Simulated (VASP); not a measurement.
A run of VASP 6.6.1 is set up as follows.

File INCAR:

```
PREC = Accurate
ENCUT = 520
EDIFF = 1E-6
ISMEAR = 0
SIGMA = 0.1
LREAL = False
LASPH = True
NELM = 80
ALGO = Fast
ISIF = 2
LWAVE = False
LCHARG = True
GGA = PE
LELF = True
LVHAR = True
NBANDS = 29
```

Contents of KPOINTS:

```
regular mesh
0
Gamma
  4 4 2
```

POSCAR

```
CaMg4
1.0
    5.4186079929      0.0000000000      0.0000000000
    0.6597434090      5.8362814721      0.0000000000
    0.0480164981      0.0830784423      8.6771871932
Ca Mg
2 8
Direct
    0.9410760700      0.1064230340      0.9954791500
    0.0494029440      0.0989269209      0.5034704225
    0.0226903451      0.6078511717      0.7090390341
    0.0277018099      0.6122530723      0.2939553755
    0.3587234050      0.4616153772      0.0018164079
    0.5505662022      0.7468188040      0.4980093543
    0.4837536249      0.8610997123      0.8221852988
    0.4813035911      0.8673317332      0.1741908346
    0.5382609692      0.3201200242      0.6838943575
    0.5465210385      0.3175601503      0.3179597648
```

Potentials or basis: VASP PAW PBE potentials, release 64 (Ca_sv, Mg).

Command:

```sh
$ cat potpaw_PBE.64/Ca_sv/POTCAR potpaw_PBE.64/Mg/POTCAR > POTCAR
$ mpirun -np 1 vasp_std > vasp.out
```

Task: Estimate the largest force.

Result: 0.186 eV/Å.

Task: What does it give for the band gap on the k mesh?

Result: None (metal or under the smearing width).

Forces on the atoms (eV/Å):
```
Ca   0.030  0.033  0.018
Ca  -0.052  0.056 -0.019
Mg  -0.075 -0.012  0.087
Mg  -0.084 -0.018 -0.083
Mg   0.092 -0.160  0.023
Mg   0.157  0.086  0.001
Mg  -0.008 -0.015 -0.021
Mg  -0.010 -0.012  0.010
Mg  -0.017  0.022  0.048
Mg  -0.034  0.020 -0.065
```

Caveat: the k mesh is coarse (spacing up to 0.36 Å⁻¹), so the values aren't converged.
